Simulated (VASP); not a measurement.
Data:

```yaml
crystal:
  lattice:
    - [4.62727, 0.00000, 0.00000]
    - [0.00000, 3.02941, 0.00000]
    - [0.00000, 0.00000, 4.85827]
  atoms:
    - { symbol: Hf, position: [0.25000, 0.50000, 0.27040] }
    - { symbol: Hf, position: [0.75000, 0.50000, 0.72960] }
    - { symbol: Ir, position: [0.75000, 0.00000, 0.20886] }
    - { symbol: Ir, position: [0.25000, 0.00000, 0.79114] }
```

The numbers are results of PBEsol GGA, VASP's PBE PAW potentials (set 64) (plane waves; VASP), not measurements. Run with 400 eV cut-off, 8×11×7 Γ-centred mesh, tetrahedra with Blöchl corrections, potentials Hf_pv Ir.

The cores are frozen, which limits the accuracy of field gradients.

Task: Give the principal components of the electric field gradient (V/Å²) and the asymmetry η at each nucleus.

Result: 
```
atom    Vxx   Vyy    Vzz     η
----  -----  ----  -----  ----
Hf1   -44.9  -1.1   45.9  0.95
Hf2   -44.9  -1.1   45.9  0.95
Ir3    34.9   7.9  -42.8  0.63
Ir4    34.9   7.9  -42.8  0.63
```

The structure comes from a computed database's HfIr entry (Pmma); how it stands against other phases isn't given here. It was relaxed first.
